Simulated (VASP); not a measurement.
Calculation: PBE GGA, VASP's PBE PAW potentials (set 64) (plane waves; VASP 6.6.1).

A VASP calculation is set up with these files.

### POSCAR
```
Ni
1
    0.0000000000     1.7952000000     1.7952000000
    1.7952000000     0.0000000000     1.7952000000
    1.7952000000     1.7952000000     0.0000000000
Ni
1
Direct
  0.0000000000   0.0000000000   0.0000000000
```

File KPOINTS:
```
K-points
0
Gamma
  16 16 16
```

**INCAR**
```
ALGO = Normal
EDIFF = 1E-6
ENCUT = 400
GGA = PE
ISIF = 2
ISMEAR = 1
ISPIN = 2
LASPH = T
LCHARG = F
LMAXMIX = 4
LORBIT = 10
LREAL = F
LWAVE = F
MAGMOM = 0.8
NELM = 100
NUPDOWN = 0
PREC = Accurate
SIGMA = 0.1
SYSTEM = Ni
```

POTCAR, in this order: Ni (PBE.64 set). Program: vasp_std.

Output of the run:

OSZICAR:
```
       N       E                     dE             d eps       ncg     rms          rms(c)
DAV:   1     0.187556061094E+02    0.18756E+02   -0.41184E+03  5396   0.116E+03
DAV:   2    -0.597068824740E+01   -0.24726E+02   -0.23693E+02  5296   0.148E+02
DAV:   3    -0.629762041651E+01   -0.32693E+00   -0.32617E+00  6263   0.224E+01
DAV:   4    -0.630042861025E+01   -0.28082E-02   -0.28077E-02  5836   0.182E+00
DAV:   5    -0.630050677119E+01   -0.78161E-04   -0.78159E-04  6194   0.260E-01    0.105E+01
DAV:   6    -0.581270169799E+01    0.48781E+00   -0.18995E+01  5477   0.686E+01    0.687E+00
DAV:   7    -0.539850196172E+01    0.41420E+00   -0.37867E+00  5503   0.281E+01    0.150E+00
DAV:   8    -0.538303360959E+01    0.15468E-01   -0.25340E-02  7507   0.189E+00    0.613E-01
DAV:   9    -0.538204414582E+01    0.98946E-03   -0.92977E-04  7062   0.251E-01    0.164E-01
DAV:  10    -0.538175779333E+01    0.28635E-03   -0.38962E-04  7054   0.151E-01    0.526E-02
DAV:  11    -0.538176241068E+01   -0.46173E-05   -0.52472E-06  5719   0.285E-02    0.251E-02
DAV:  12    -0.538176281707E+01   -0.40639E-06   -0.67834E-07  3023   0.105E-02
   1 F= -.53817628E+01 E0= -.53807481E+01  d E =-.304401E-02  mag=    -0.0000
```

### OUTCAR
```
------------------------ aborting loop because EDIFF is reached ----------------------------------------
  FORCE on cell =-STRESS in cart. coord.  units (eV):
  Direction    XX          YY          ZZ          XY          YZ          ZX
  --------------------------------------------------------------------------------------
  Total       -0.8655653     -0.8655653     -0.8655653      0.0000000      0.0000000     -0.0000000
  in kB     -119.8510687   -119.8510687   -119.8510687      0.0000000      0.0000000     -0.0000000
  external PRESSURE =    -119.8510687 kB  Pullay stress =       0.0000000 kB
  volume of cell :       11.57
      direct lattice vectors                 reciprocal lattice vectors
     0.000000000  1.795200000  1.795200000    -0.278520499  0.278520499  0.278520499
     1.795200000  0.000000000  1.795200000     0.278520499 -0.278520499  0.278520499
     1.795200000  1.795200000  0.000000000     0.278520499  0.278520499 -0.278520499
 POSITION                                       TOTAL-FORCE (eV/Angst)
 -----------------------------------------------------------------------------------
      0.00000      0.00000      0.00000         0.000000      0.000000      0.000000
 -----------------------------------------------------------------------------------
    total drift:                                0.000000     -0.000000      0.000000
  FREE ENERGIE OF THE ION-ELECTRON SYSTEM (eV)
  ---------------------------------------------------
  free  energy   TOTEN  =        -5.3817628171 eV

  energy  without entropy=       -5.3787188118  energy(sigma->0) =       -5.38074815

 total charge

# of ion       s       p       d       tot
------------------------------------------
    1        0.468   0.440   8.300   9.208

 magnetization (x)

# of ion       s       p       d       tot
------------------------------------------
    1        0.000  -0.000   0.000   0.000
```
(Selected blocks of OUTCAR.)

The compound is Ni in the fcc structure. The cell was not relaxed at this level. The run is one of a series of settings (NUPDOWN = 0 against the base run), some of them coarse on purpose.
